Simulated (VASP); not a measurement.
VASP ran on this input.

File KPOINTS:
```
Automatic mesh
0
Gamma
6 6 6
```

**INCAR**
```
! general
SYSTEM   =  CdHg3Se4
PREC     =  Accurate
ENCUT    =  400
LREAL    =  F
LASPH    =  T

! electronic loop
EDIFF    =  1E-7
NELM     =  100
ALGO     =  Normal
LMAXMIX  =  6

! smearing
ISMEAR   =  -5

! functional
GGA      =  PS

! ions
ISIF     =  2

! output
LWAVE    =  F
LCHARG   =  T
LORBIT   =  11
NEDOS    =  601

! other
LEFG     =  T
```

**POSCAR**
```
CdHg3Se4
1
    6.1269548132    -0.0000000000     0.0000000000
    0.0000000000     6.1269548132    -0.0000000000
    0.0000000000     0.0000000000     6.1269548132
Hg Se Cd
3 4 1
Direct
  1.0000000000   1.0000000000   0.0000000000
  0.5000000000   0.5000000000   0.0000000000
  0.5000000000   1.0000000000   0.5000000000
  0.2488409219   0.2511590781   0.2511590781
  0.7511590781   0.7488409219   0.2511590781
  0.7511590781   0.2511590781   0.7488409219
  0.2488409219   0.7488409219   0.7488409219
  1.0000000000   0.5000000000   0.5000000000
```

POTCAR, in this order: Hg Se Cd (PBE.64 set). Program: vasp_std.

Question: Write an equivalent input for Quantum ESPRESSO's pw.x.

Answer: One equivalent input (not run):
```
&CONTROL
  calculation = 'scf'
  pseudo_dir = './pseudo'
  outdir = './out'
  tprnfor = .true.
  tstress = .true.
/
&SYSTEM
  ibrav = 0
  nat = 8
  ntyp = 3
  ecutwfc = 102
  occupations = 'tetrahedra'
  input_dft = 'pbesol'
/
&ELECTRONS
  conv_thr = 7.3e-09
  electron_maxstep = 100
/
ATOMIC_SPECIES
  Hg 200.592 Hg.upf
  Se 78.971 Se.upf
  Cd 112.414 Cd.upf
CELL_PARAMETERS angstrom
     6.1269548   -0.0000000    0.0000000
     0.0000000    6.1269548   -0.0000000
     0.0000000    0.0000000    6.1269548
ATOMIC_POSITIONS crystal
  Hg   1.0000000  1.0000000  0.0000000
  Hg   0.5000000  0.5000000  0.0000000
  Hg   0.5000000  1.0000000  0.5000000
  Se   0.2488409  0.2511591  0.2511591
  Se   0.7511591  0.7488409  0.2511591
  Se   0.7511591  0.2511591  0.7488409
  Se   0.2488409  0.7488409  0.7488409
  Cd   1.0000000  0.5000000  0.5000000
K_POINTS automatic
  6 6 6 0 0 0
```
What does not carry over: the potentials are each code's own (VASP's PAW set, PseudoDojo norm-conserving files in pw.x), so ENCUT and ecutwfc are chosen apart and not converted; conv_thr bounds pw.x's estimated SCF error, while EDIFF bounds the energy change between steps; the field gradients of LEFG aren't asked of the other code.

The structure was generated: CdHg3Se4 was put into an ordered model structure (P-43m), which need not be its known phase. It was relaxed first.
